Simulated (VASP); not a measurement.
Here is the system:

```yaml
crystal:
  lattice:
    - [-2.00325, 2.00325, 4.83650]
    - [2.00325, -2.00325, 4.83650]
    - [2.00325, 2.00325, -4.83650]
  atoms:
    - { symbol: Ca, position: [0.00000, 0.00000, 0.00000] }
    - { symbol: Cu, position: [0.75000, 0.25000, 0.50000] }
    - { symbol: Cu, position: [0.25000, 0.75000, 0.50000] }
    - { symbol: P, position: [0.61878, 0.61878, 0.00000] }
    - { symbol: P, position: [0.38122, 0.38122, 0.00000] }
```

Level of theory: LDA (Ceperley-Alder, Perdew-Zunger), VASP's LDA PAW potentials (set 64) (plane waves; VASP). Numerical set-up: 300 eV cut-off, 9×9×9 Γ-centred mesh, Gaussian smearing of 0.10 eV, potentials Ca_sv Cu P.

At this cut-off the stress carries a Pulay error, which pulls relaxed volumes low.

Task: What does the run give for the energy per atom (σ→0), pressure, largest force, band gap (on the k-mesh) with the smallest direct gap where there is one?

Result: 
```yaml
band gap (on the k-mesh): none (metal, semimetal or under 0.01 eV)
energy per atom (σ→0): -5376 meV/atom
pressure: -6.57 GPa
largest_force: 0.209 eV/Å
```

Only differences to runs with the same potentials and settings are physical.

The structure comes from a computed database's CaCu2P2 entry (I4/mmm); how it stands against other phases isn't given here. The cell was not relaxed at this level.
